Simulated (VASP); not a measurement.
An input for Quantum ESPRESSO's pw.x (written as the equivalent of a VASP run, and not itself run):

```
&CONTROL
  calculation = 'scf'
  pseudo_dir = './pseudo'
  outdir = './out'
  tprnfor = .true.
  tstress = .true.
/
&SYSTEM
  ibrav = 0
  nat = 3
  ntyp = 2
  ecutwfc = 84
  occupations = 'smearing'
  smearing = 'gaussian'
  degauss = 0.009996
  input_dft = 'pbe'
/
&ELECTRONS
  conv_thr = 7.3e-08
  electron_maxstep = 100
/
ATOMIC_SPECIES
  C 12.011 C.upf
  Pt 195.084 Pt.upf
CELL_PARAMETERS angstrom
     2.9514340    0.0000000    0.0000000
    -1.4757160    2.5560160    0.0000000
     0.0000000    0.0000000    4.7612750
ATOMIC_POSITIONS crystal
  C    0.0000000  0.0000000  0.0000000
  Pt   0.3333330  0.6666670  0.2520000
  Pt   0.6666670  0.3333330  0.7480000
K_POINTS automatic
  9 9 5 0 0 0
```

**Question.** Write the VASP files for the same calculation (PBE).

**Answer.** Several could match; the one computed here: 
### POSCAR
```
Pt2C
1
    2.9514340000     0.0000000000     0.0000000000
   -1.4757160000     2.5560160000     0.0000000000
    0.0000000000     0.0000000000     4.7612750000
C Pt
1 2
Direct
  0.0000000000   0.0000000000   0.0000000000
  0.3333330000   0.6666670000   0.2520000000
  0.6666670000   0.3333330000   0.7480000000
```

**INCAR**
```
SYSTEM = Pt2C
PREC = Accurate
ENCUT = 400
EDIFF = 1E-6
NELM = 100
ALGO = Normal
LREAL = .FALSE.
LASPH = .TRUE.
ISMEAR = 0
SIGMA = 0.136
GGA = PE
LMAXMIX = 6
LWAVE = .FALSE.
LCHARG = .FALSE.
ISIF = 2
```

### KPOINTS
```
Automatic mesh
0
Gamma
9 9 5
0 0 0
```

POTCAR, in this order: C Pt (PBE.64 set). Program: vasp_std.

The two are equivalent in intent, not identical: the potentials are each code's own (VASP's PAW set, PseudoDojo norm-conserving files in pw.x), so ENCUT and ecutwfc are chosen apart and not converted; conv_thr bounds pw.x's estimated SCF error, while EDIFF bounds the energy change between steps.

The structure was generated: Pt2C was put into an ordered model structure, which need not be its known phase. The cell was not relaxed at this level, and its volume differs by -5.9 % from the start's.
